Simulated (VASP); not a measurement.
# AgB2 (space group P6/mmm): computed properties

These are r2SCAN meta-GGA, VASP's PBE PAW potentials (set 64) (plane waves; VASP) values and carry that method's errors.

- space group: P6/mmm (191)
- cell: a = b = 3.013 Å, c = 4.069 Å, α = β = 90.00°, γ = 120.00°
- volume per atom: 10.67 Å³/atom
- band gap (over mesh and band path): none (metal, semimetal or under 0.01 eV)
- band gap with spin-orbit coupling: none (metallic)
- density: 6.72 g/cm³

Space group P6/mmm (No. 191); a = 3.0135 Å, b = 3.0135 Å, c = 4.0694 Å, α = 90.00°, β = 90.00°, γ = 120.00°

```tsv
atom	site	symmetry	x	y	z
B	2d	-6m2	0.3333	0.6667	0.5000
Ag	1a	6/mmm	0.0000	0.0000	0.0000
```

The structure comes from a measured AgB2 entry (P6/mmm) of the Crystallography Open Database, whose conditions weren't checked. It was relaxed first, which changed the volume by +27 %. Symmetry was kept, so distortions that lower it aren't found. The electron count is odd and the run is not spin-polarised, which forces a metal.
